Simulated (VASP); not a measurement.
Data:

```
Ni3Si
1.0
    3.42693     0.00000     0.00000
    0.00000     3.42693     0.00000
    0.00000     0.00000     3.42693
Si Ni
1 3
Direct
  0.00000   0.00000   0.00000
  0.00000   0.50000   0.50000
  0.50000   0.00000   0.50000
  0.50000   0.50000   0.00000
```

All values below come from LDA (Ceperley-Alder, Perdew-Zunger), VASP's LDA PAW potentials (set 64) (plane waves; VASP 6.6.1). Settings: 400 eV cut-off, 10×10×10 Γ-centred mesh, tetrahedra with Blöchl corrections, potentials Si Ni.

### Question
Estimate the energy per atom (σ→0), band gap (on the k-mesh) with the smallest direct gap where there is one.

### Answer

* **band gap (on the k-mesh)**: none (metal, semimetal or under 0.01 eV)
* **energy per atom (σ→0)**: -6.982 eV/atom

The structure comes from a computed database's SiNi3 entry (Pm-3m); how it stands against other phases isn't given here. It was relaxed first. The run is not spin-polarised, so no magnetic state was tried.
